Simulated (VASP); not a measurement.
# HfC with r2SCAN + rVV10: from relaxation to properties, part 4 of 5

Aim: relax HfC, then compute properties on the relaxed cell. Left out of this account: at least 7 further runs (self-consistent run: it repeats an earlier run and gave the same numbers). The start is a cell from a database of measured crystal structures.

VASP 6.6.1; r2SCAN with rVV10; plane waves and PAW (Hf_pv, C).

So far. Step 5 (Bands along the symmetry lines (r2SCAN + rVV10)): There is no gap at this level. Step 6 (Density of states (r2SCAN + rVV10)): The finer mesh and the other smearing move the Fermi level by -0.05 eV from the 10×10×10 run, one measure of the sampling error in the zero of the bands above. Of the states within 0.3 eV of the Fermi level, the largest shares in the PAW spheres are C p 30 %, Hf d 23 % and Hf p 11 %. The rest lies in smaller channels or between the spheres.

The database entry behind the starting cell differs from later determinations by our own check (about 0.2 % long), so it need not match the best structure at ambient conditions.

**7. Volume scan with r2SCAN + rVV10**

An equation of state needs energies on both sides of the minimum, all on one mesh and cutoff.

INCAR reads:

```
SYSTEM = HfC
PREC = Accurate
ENCUT = 520
EDIFF = 1E-06
NELM = 100
ISMEAR = 0
SIGMA = 0.05
LREAL = .FALSE.
ALGO = Normal
METAGGA = R2SCAN
LUSE_VDW = .TRUE.
IVDW_NL = 2
BPARAM = 11.95
CPARAM = 0.0093
LASPH = .TRUE.
NBANDS = 13
LORBIT = 11
LWAVE = .FALSE.
LCHARG = .FALSE.
KPAR = 2
ISIF = 2
```

POSCAR reads:

```
HfC
1.0
    0.0000000000      2.2670357781      2.2670357781
    2.2670357781      0.0000000000      2.2670357781
    2.2670357781      2.2670357781      0.0000000000
Hf C
1 1
Direct
    0.5000000000      0.5000000000      0.5000000000
    0.0000000000      0.0000000000      0.0000000000
```

KPOINTS reads:

```
Automatic mesh
0
Gamma
10 10 10
0 0 0
```

Potentials, in the order of the species: Hf_pv and C (PBE family, release 64).

Launch:

```bash
mpirun -np 2 vasp_std
```

The log of the run:

```text
[... set-up lines as in an earlier step ...]
 entering main loop
       N       E                     dE             d eps       ncg     rms          rms(c)
Total rVV10 correction in eV:      0.1785768    15.3039170
Total rVV10 correction in eV:      0.1785768    15.3039170
DAV:   1    -0.156890873497E+02   -0.15689E+02   -0.82759E+03  1222   0.110E+03
DAV:   2    -0.612853256602E+02   -0.45596E+02   -0.42725E+02  1534   0.214E+02
DAV:   3    -0.628018888264E+02   -0.15166E+01   -0.15096E+01  1550   0.282E+01
DAV:   4    -0.628102997707E+02   -0.84109E-02   -0.84097E-02  1357   0.248E+00
DAV:   5    -0.628103624654E+02   -0.62695E-04   -0.62694E-04  1545   0.194E-01    0.712E+01
Total rVV10 correction in eV:      0.1878767    15.3039168
Total rVV10 correction in eV:      0.1878767    15.3039168
DAV:   6    -0.569368067322E+02    0.58736E+01   -0.86261E+00  1367   0.189E+01    0.462E+01
Total rVV10 correction in eV:      0.1845654    15.3039169
Total rVV10 correction in eV:      0.1845654    15.3039169
DAV:   7    -0.570579020259E+02   -0.12110E+00   -0.47654E-01  1447   0.592E+00    0.200E+01
Total rVV10 correction in eV:      0.1840544    15.3039169
Total rVV10 correction in eV:      0.1840544    15.3039169
DAV:   8    -0.570667777347E+02   -0.88757E-02   -0.19026E-02  1492   0.121E+00    0.304E+00
Total rVV10 correction in eV:      0.1848264    15.3039169
Total rVV10 correction in eV:      0.1848264    15.3039169
DAV:   9    -0.570654334035E+02    0.13443E-02   -0.20493E-03  1497   0.330E-01    0.137E+00
Total rVV10 correction in eV:      0.1852745    15.3039169
Total rVV10 correction in eV:      0.1852745    15.3039169
DAV:  10    -0.570656822936E+02   -0.24889E-03   -0.56516E-04  1398   0.214E-01    0.306E-01
Total rVV10 correction in eV:      0.1852911    15.3039169
Total rVV10 correction in eV:      0.1852911    15.3039169
DAV:  11    -0.570656807813E+02    0.15122E-05   -0.14134E-05  1595   0.376E-02    0.229E-01
Total rVV10 correction in eV:      0.1852647    15.3039169
Total rVV10 correction in eV:      0.1852647    15.3039169
DAV:  12    -0.570656708360E+02    0.99454E-05   -0.13385E-05  1422   0.311E-02    0.275E-02
Total rVV10 correction in eV:      0.1852691    15.3039169
Total rVV10 correction in eV:      0.1852691    15.3039169
DAV:  13    -0.570656711723E+02   -0.33633E-06   -0.79897E-07   881   0.815E-03
Total rVV10 correction in eV:      0.1852745    15.3039169
Total rVV10 correction in eV:      0.1852745    15.3039169
Total rVV10 correction in eV:      0.1852764    15.3039169
Total rVV10 correction in eV:      0.1852764    15.3039169
   1 F= -.57065671E+02 E0= -.57065536E+02  d E =-.270071E-03
```

Run time: 44 s. Hardware: 2 MPI ranks of Intel Xeon Platinum 8488C (Sapphire Rapids), shared host; peak memory 0.42 GiB.

From OUTCAR (step 7):

```text
   ENCUT  =  520.0 eV  38.22 Ry    6.18 a.u.   5.96  5.96  5.96*2*pi/ulx,y,z

   NELECT =      14.0000    total number of electrons

 E-fermi :   6.4914

 k-point     1 :       0.0000    0.0000    0.0000
  band No.  band energies     occupation
      1     -23.8663      2.00000
      2     -23.8663      2.00000
      3     -23.8663      2.00000
      4      -6.9513      2.00000
      5       7.5328      0.00000
      6       7.5328      0.00000
      7       7.5328      0.00000
      8       8.1293      0.00000
      9       8.1293      0.00000
    ...

  Total        2.5959956      2.5959956      2.5959956      0.0000000      0.0000000      0.0000000
  in kB      178.4881609    178.4881609    178.4881609      0.0000000      0.0000000      0.0000000
  external PRESSURE =     178.4881609 kB  Pullay stress =       0.0000000 kB

 POSITION                                       TOTAL-FORCE (eV/Angst)
 -----------------------------------------------------------------------------------
      2.26704      2.26704      2.26704        -0.000000     -0.000000     -0.000000
      0.00000      0.00000      0.00000         0.000000      0.000000      0.000000
 -----------------------------------------------------------------------------------
    total drift:                                0.000000     -0.000000      0.000000

  FREE ENERGIE OF THE ION-ELECTRON SYSTEM (eV)
  ---------------------------------------------------
  free  energy   TOTEN  =       -57.0656711723 eV

  energy  without entropy=      -57.0654011012  energy(sigma->0) =      -57.06553614

[... 4 parts as in an earlier step ...]

[... 12 further parts left out ...]
```

The scan keeps the cell's shape and the fractional positions fixed.

Numbers from this step:

- SCF cycles: 13
- bands: 13
- irreducible k-points: 47
- free energy (TOTEN): -57.0657 eV
- energy at zero smearing: -57.0655 eV
- Fermi energy: 6.491 eV
- pressure: 17.85 GPa

The pressure here is 17.85 GPa.

**8. Volume scan with r2SCAN + rVV10 (run 2)**

INCAR is that of step 7.

POSCAR reads:

```
HfC
1.0
    0.0000000000      2.2830013448      2.2830013448
    2.2830013448      0.0000000000      2.2830013448
    2.2830013448      2.2830013448      0.0000000000
Hf C
1 1
Direct
    0.5000000000      0.5000000000      0.5000000000
    0.0000000000      0.0000000000      0.0000000000
```

KPOINTS is that of step 7.

Launch:

```bash
mpirun -np 2 vasp_std
```

The log of the run:

```text
[... set-up lines as in an earlier step ...]
 entering main loop
       N       E                     dE             d eps       ncg     rms          rms(c)
Total rVV10 correction in eV:      0.1824359    15.3039170
Total rVV10 correction in eV:      0.1824359    15.3039170
DAV:   1    -0.160852351287E+02   -0.16085E+02   -0.81060E+03  1222   0.110E+03
DAV:   2    -0.614113098325E+02   -0.45326E+02   -0.42177E+02  1518   0.212E+02
DAV:   3    -0.628758914476E+02   -0.14646E+01   -0.14536E+01  1517   0.278E+01
DAV:   4    -0.628838579297E+02   -0.79665E-02   -0.79652E-02  1362   0.248E+00
DAV:   5    -0.628839201237E+02   -0.62194E-04   -0.62193E-04  1551   0.198E-01    0.686E+01
Total rVV10 correction in eV:      0.1917181    15.3039169
Total rVV10 correction in eV:      0.1917181    15.3039169
DAV:   6    -0.569752809830E+02    0.59086E+01   -0.88686E+00  1382   0.189E+01    0.446E+01
Total rVV10 correction in eV:      0.1880724    15.3039170
Total rVV10 correction in eV:      0.1880724    15.3039170
DAV:   7    -0.571019708798E+02   -0.12669E+00   -0.52139E-01  1422   0.594E+00    0.203E+01
Total rVV10 correction in eV:      0.1874042    15.3039170
Total rVV10 correction in eV:      0.1874042    15.3039170
DAV:   8    -0.571117721327E+02   -0.98013E-02   -0.21279E-02  1522   0.129E+00    0.336E+00
Total rVV10 correction in eV:      0.1882147    15.3039170
Total rVV10 correction in eV:      0.1882147    15.3039170
DAV:   9    -0.571104022518E+02    0.13699E-02   -0.26294E-03  1467   0.368E-01    0.146E+00
Total rVV10 correction in eV:      0.1886592    15.3039170
Total rVV10 correction in eV:      0.1886592    15.3039170
DAV:  10    -0.571106032069E+02   -0.20096E-03   -0.60649E-04  1388   0.219E-01    0.294E-01
Total rVV10 correction in eV:      0.1886873    15.3039170
Total rVV10 correction in eV:      0.1886873    15.3039170
DAV:  11    -0.571106051341E+02   -0.19272E-05   -0.18382E-05  1605   0.408E-02    0.253E-01
Total rVV10 correction in eV:      0.1886554    15.3039170
Total rVV10 correction in eV:      0.1886554    15.3039170
DAV:  12    -0.571105999416E+02    0.51925E-05   -0.14520E-05  1417   0.319E-02    0.144E-02
Total rVV10 correction in eV:      0.1886579    15.3039170
Total rVV10 correction in eV:      0.1886579    15.3039170
DAV:  13    -0.571105999842E+02   -0.42634E-07   -0.78501E-07   831   0.811E-03
Total rVV10 correction in eV:      0.1886635    15.3039170
Total rVV10 correction in eV:      0.1886635    15.3039170
Total rVV10 correction in eV:      0.1886656    15.3039170
Total rVV10 correction in eV:      0.1886656    15.3039170
   1 F= -.57110600E+02 E0= -.57110520E+02  d E =-.160557E-03
```

Wall time 57 s (2 MPI ranks); peak memory 0.42 GiB.

OUTCAR, selected parts (step 8):

```text
   ENCUT  =  520.0 eV  38.22 Ry    6.18 a.u.   6.00  6.00  6.00*2*pi/ulx,y,z

   NELECT =      14.0000    total number of electrons

 E-fermi :   6.3476

 k-point     1 :       0.0000    0.0000    0.0000
  band No.  band energies     occupation
      1     -24.1406      2.00000
      2     -24.1406      2.00000
      3     -24.1406      2.00000
      4      -7.0106      2.00000
      5       7.3535      0.00000
      6       7.3535      0.00000
      7       7.3535      0.00000
      8       7.9571      0.00000
      9       7.9571      0.00000
    ...

  Total        1.6736613      1.6736613      1.6736613      0.0000000      0.0000000      0.0000000
  in kB      112.6755411    112.6755411    112.6755411      0.0000000      0.0000000      0.0000000
  external PRESSURE =     112.6755411 kB  Pullay stress =       0.0000000 kB

 POSITION                                       TOTAL-FORCE (eV/Angst)
 -----------------------------------------------------------------------------------
      2.28300      2.28300      2.28300         0.000000      0.000000      0.000000
      0.00000      0.00000      0.00000        -0.000000     -0.000000     -0.000000
 -----------------------------------------------------------------------------------
    total drift:                                0.000000     -0.000000      0.000000

  FREE ENERGIE OF THE ION-ELECTRON SYSTEM (eV)
  ---------------------------------------------------
  free  energy   TOTEN  =       -57.1105999842 eV

  energy  without entropy=      -57.1104394275  energy(sigma->0) =      -57.11051971

[... 4 parts as in an earlier step ...]

[... 12 further parts left out ...]
```

Numbers from this step:

```yaml
free_energy_toten: -57.1106 eV
energy_at_zero_smearing: -57.1105 eV
fermi_energy: 6.348 eV
pressure: 11.27 GPa
```

The pressure falls from 17.85 to 11.27 GPa.

The run ends at a pressure of 11.27 GPa.

**9. Volume scan with r2SCAN + rVV10 (run 3)**

INCAR is that of step 8.

POSCAR reads:

```
HfC
1.0
    0.0000000000      2.2987466792      2.2987466792
    2.2987466792      0.0000000000      2.2987466792
    2.2987466792      2.2987466792      0.0000000000
Hf C
1 1
Direct
    0.5000000000      0.5000000000      0.5000000000
    0.0000000000      0.0000000000      0.0000000000
```

KPOINTS is that of step 8.

Launch:

```bash
mpirun -np 2 vasp_std
```

The log of the run:

```text
[... set-up lines as in an earlier step ...]
 entering main loop
       N       E                     dE             d eps       ncg     rms          rms(c)
Total rVV10 correction in eV:      0.1862355    15.3039170
Total rVV10 correction in eV:      0.1862355    15.3039170
DAV:   1    -0.155476034313E+02   -0.15548E+02   -0.82052E+03  1222   0.110E+03
DAV:   2    -0.613896131549E+02   -0.45842E+02   -0.43236E+02  1542   0.213E+02
DAV:   3    -0.629304935968E+02   -0.15409E+01   -0.15291E+01  1525   0.284E+01
DAV:   4    -0.629394524621E+02   -0.89589E-02   -0.89574E-02  1365   0.258E+00
DAV:   5    -0.629395272723E+02   -0.74810E-04   -0.74810E-04  1531   0.209E-01    0.662E+01
Total rVV10 correction in eV:      0.1954729    15.3039171
Total rVV10 correction in eV:      0.1954729    15.3039171
DAV:   6    -0.569977976988E+02    0.59417E+01   -0.90202E+00  1387   0.189E+01    0.432E+01
Total rVV10 correction in eV:      0.1914900    15.3039171
Total rVV10 correction in eV:      0.1914900    15.3039171
DAV:   7    -0.571268441975E+02   -0.12905E+00   -0.53058E-01  1422   0.594E+00    0.204E+01
[...]
Total rVV10 correction in eV:      0.1915265    15.3039171
Total rVV10 correction in eV:      0.1915265    15.3039171
DAV:   9    -0.571361231094E+02    0.13489E-02   -0.30920E-03  1457   0.404E-01    0.151E+00
Total rVV10 correction in eV:      0.1919744    15.3039171
Total rVV10 correction in eV:      0.1919744    15.3039171
DAV:  10    -0.571362799135E+02   -0.15680E-03   -0.65119E-04  1386   0.225E-01    0.300E-01
Total rVV10 correction in eV:      0.1920098    15.3039171
Total rVV10 correction in eV:      0.1920098    15.3039171
DAV:  11    -0.571362815110E+02   -0.15975E-05   -0.19590E-05  1570   0.433E-02    0.275E-01
Total rVV10 correction in eV:      0.1919731    15.3039171
Total rVV10 correction in eV:      0.1919731    15.3039171
DAV:  12    -0.571362808978E+02    0.61318E-06   -0.15405E-05  1432   0.327E-02    0.682E-03
Total rVV10 correction in eV:      0.1919749    15.3039171
Total rVV10 correction in eV:      0.1919749    15.3039171
DAV:  13    -0.571362810153E+02   -0.11754E-06   -0.72613E-07   796   0.795E-03
Total rVV10 correction in eV:      0.1919804    15.3039171
Total rVV10 correction in eV:      0.1919804    15.3039171
Total rVV10 correction in eV:      0.1919825    15.3039171
Total rVV10 correction in eV:      0.1919825    15.3039171
   1 F= -.57136281E+02 E0= -.57136236E+02  d E =-.902456E-04
```

It took 56 s on 2 MPI ranks; peak memory 0.43 GiB.

OUTCAR, selected parts (step 9):

```text
  Total        0.8053567      0.8053567      0.8053567      0.0000000     -0.0000000     -0.0000000
  in kB       53.1123480     53.1123480     53.1123480      0.0000000     -0.0000000     -0.0000000
  external PRESSURE =      53.1123480 kB  Pullay stress =       0.0000000 kB

 POSITION                                       TOTAL-FORCE (eV/Angst)
 -----------------------------------------------------------------------------------
      2.29875      2.29875      2.29875         0.000000     -0.000000      0.000000
      0.00000      0.00000      0.00000        -0.000000      0.000000     -0.000000
 -----------------------------------------------------------------------------------
    total drift:                                0.000000     -0.000000      0.000000

  FREE ENERGIE OF THE ION-ELECTRON SYSTEM (eV)
  ---------------------------------------------------
  free  energy   TOTEN  =       -57.1362810153 eV

  energy  without entropy=      -57.1361907697  energy(sigma->0) =      -57.13623589

[... 1 part as in an earlier step ...]

[... 2 further parts left out ...]
[key lines of the parts left out:]
E-fermi :   6.2080
```

The pressure falls from 11.27 to 5.31 GPa.

The run ends at a pressure of 5.31 GPa.

**10. Volume scan with r2SCAN + rVV10 (run 4)**

INCAR is that of step 9.

POSCAR reads:

```
HfC
1.0
    0.0000000000      2.3142792225      2.3142792225
    2.3142792225      0.0000000000      2.3142792225
    2.3142792225      2.3142792225      0.0000000000
Hf C
1 1
Direct
    0.5000000000      0.5000000000      0.5000000000
    0.0000000000      0.0000000000      0.0000000000
```

KPOINTS is that of step 9.

Launch:

```bash
mpirun -np 2 vasp_std
```

The log of the run:

```text
[... set-up lines as in an earlier step ...]
 entering main loop
       N       E                     dE             d eps       ncg     rms          rms(c)
Total rVV10 correction in eV:      0.1899762    15.3039170
Total rVV10 correction in eV:      0.1899762    15.3039170
[... 5 cycles as in an earlier step ...]
Total rVV10 correction in eV:      0.1991565    15.3039171
Total rVV10 correction in eV:      0.1991565    15.3039171
[... 1 cycle as in an earlier step ...]
Total rVV10 correction in eV:      0.1948545    15.3039171
Total rVV10 correction in eV:      0.1948545    15.3039171
[... 1 cycle as in an earlier step ...]
Total rVV10 correction in eV:      0.1938908    15.3039171
Total rVV10 correction in eV:      0.1938908    15.3039171
[... 1 cycle as in an earlier step ...]
Total rVV10 correction in eV:      0.1947756    15.3039171
Total rVV10 correction in eV:      0.1947756    15.3039171
[... 1 cycle as in an earlier step ...]
Total rVV10 correction in eV:      0.1952287    15.3039171
Total rVV10 correction in eV:      0.1952287    15.3039171
[... 1 cycle as in an earlier step ...]
Total rVV10 correction in eV:      0.1952633    15.3039171
Total rVV10 correction in eV:      0.1952633    15.3039171
[... 1 cycle as in an earlier step ...]
Total rVV10 correction in eV:      0.1952239    15.3039171
Total rVV10 correction in eV:      0.1952239    15.3039171
[... 1 cycle as in an earlier step ...]
Total rVV10 correction in eV:      0.1952251    15.3039171
Total rVV10 correction in eV:      0.1952251    15.3039171
[... 1 cycle as in an earlier step ...]
Total rVV10 correction in eV:      0.1952304    15.3039171
Total rVV10 correction in eV:      0.1952304    15.3039171
Total rVV10 correction in eV:      0.1952325    15.3039171
Total rVV10 correction in eV:      0.1952325    15.3039171
   1 F= -.57144494E+02 E0= -.57144468E+02  d E =-.537037E-04
```

It took 46 s on 2 MPI ranks; peak memory 0.42 GiB; 91 s of CPU time.

OUTCAR, selected parts (step 10):

```text
[... 6 parts as in an earlier step ...]

[... 1 further part left out ...]
[key lines of the parts left out:]
E-fermi :   6.0710
```

The pressure falls from 5.31 to -0.07 GPa, so it vanishes between these two volumes.

**11. Volume scan with r2SCAN + rVV10 (run 5)**

INCAR is that of step 10.

POSCAR reads:

```
HfC
1.0
    0.0000000000      2.3296060216      2.3296060216
    2.3296060216      0.0000000000      2.3296060216
    2.3296060216      2.3296060216      0.0000000000
Hf C
1 1
Direct
    0.5000000000      0.5000000000      0.5000000000
    0.0000000000      0.0000000000      0.0000000000
```

KPOINTS is that of step 10.

Launch:

```bash
mpirun -np 2 vasp_std
```

The log of the run:

```text
[... set-up lines as in an earlier step ...]
 entering main loop
       N       E                     dE             d eps       ncg     rms          rms(c)
Total rVV10 correction in eV:      0.1936588    15.3039170
Total rVV10 correction in eV:      0.1936588    15.3039170
DAV:   1    -0.145932161152E+02   -0.14593E+02   -0.81004E+03  1222   0.110E+03
DAV:   2    -0.613236388927E+02   -0.46730E+02   -0.43754E+02  1566   0.213E+02
DAV:   3    -0.629922622001E+02   -0.16686E+01   -0.16549E+01  1502   0.294E+01
DAV:   4    -0.630030192595E+02   -0.10757E-01   -0.10756E-01  1395   0.276E+00
DAV:   5    -0.630031057190E+02   -0.86459E-04   -0.86458E-04  1498   0.224E-01    0.617E+01
Total rVV10 correction in eV:      0.2027768    15.3039170
Total rVV10 correction in eV:      0.2027768    15.3039170
DAV:   6    -0.569963006681E+02    0.60068E+01   -0.92633E+00  1382   0.189E+01    0.408E+01
Total rVV10 correction in eV:      0.1981716    15.3039171
Total rVV10 correction in eV:      0.1981716    15.3039171
DAV:   7    -0.571258343339E+02   -0.12953E+00   -0.51609E-01  1377   0.591E+00    0.205E+01
[...]
Total rVV10 correction in eV:      0.1979611    15.3039171
Total rVV10 correction in eV:      0.1979611    15.3039171
DAV:   9    -0.571368253400E+02    0.12729E-02   -0.39776E-03  1457   0.468E-01    0.153E+00
Total rVV10 correction in eV:      0.1984169    15.3039171
Total rVV10 correction in eV:      0.1984169    15.3039171
DAV:  10    -0.571369298296E+02   -0.10449E-03   -0.75328E-04  1384   0.236E-01    0.326E-01
Total rVV10 correction in eV:      0.1984510    15.3039171
Total rVV10 correction in eV:      0.1984510    15.3039171
DAV:  11    -0.571369297333E+02    0.96303E-07   -0.22408E-05  1548   0.461E-02    0.296E-01
Total rVV10 correction in eV:      0.1984111    15.3039171
Total rVV10 correction in eV:      0.1984111    15.3039171
DAV:  12    -0.571369353036E+02   -0.55703E-05   -0.18629E-05  1427   0.352E-02    0.536E-03
Total rVV10 correction in eV:      0.1984116    15.3039171
Total rVV10 correction in eV:      0.1984116    15.3039171
DAV:  13    -0.571369360450E+02   -0.74141E-06   -0.87045E-07   896   0.865E-03
Total rVV10 correction in eV:      0.1984167    15.3039171
Total rVV10 correction in eV:      0.1984167    15.3039171
Total rVV10 correction in eV:      0.1984188    15.3039171
Total rVV10 correction in eV:      0.1984188    15.3039171
   1 F= -.57136936E+02 E0= -.57136914E+02  d E =-.440828E-04
```

The job ended after 93 s (2 MPI ranks; peak memory 0.49 GiB; 3.1 min of CPU time).

OUTCAR, selected parts (step 11):

```text
  Total       -0.7786946     -0.7786946     -0.7786946      0.0000000      0.0000000     -0.0000000
  in kB      -49.3401332    -49.3401332    -49.3401332      0.0000000      0.0000000     -0.0000000
  external PRESSURE =     -49.3401332 kB  Pullay stress =       0.0000000 kB

 POSITION                                       TOTAL-FORCE (eV/Angst)
 -----------------------------------------------------------------------------------
      2.32961      2.32961      2.32961        -0.000000      0.000000      0.000000
      0.00000      0.00000      0.00000         0.000000     -0.000000     -0.000000
 -----------------------------------------------------------------------------------
    total drift:                                0.000000      0.000000      0.000000

  FREE ENERGIE OF THE ION-ELECTRON SYSTEM (eV)
  ---------------------------------------------------
  free  energy   TOTEN  =       -57.1369360450 eV

  energy  without entropy=      -57.1368919622  energy(sigma->0) =      -57.13691400

[... 1 part as in an earlier step ...]

[... 2 further parts left out ...]
[key lines of the parts left out:]
E-fermi :   5.9329
```

The pressure falls from -0.07 to -4.93 GPa.

The run ends at a pressure of -4.93 GPa.

[end of part 4 of 5]

[Lines on the potential files, build, host, timing and source positions are cut from VASP's logs without a mark.]

[Logs are printed without paths, hosts, clocks, repeated set-up lines and the standing remarks that a program may print on its own settings, such as how far it seeks lower states.]

[Hosts, paths, dates, database ids (printed as entryN), source tags and the programs' standing remarks are cut or masked in the printed files.]

[A measured line is paired with the nearest computed mode of its activity, which favours agreement.]

[In band tables of VASP the shares of atoms and orbitals are scaled to a sum of 1 inside the atoms' spheres.]
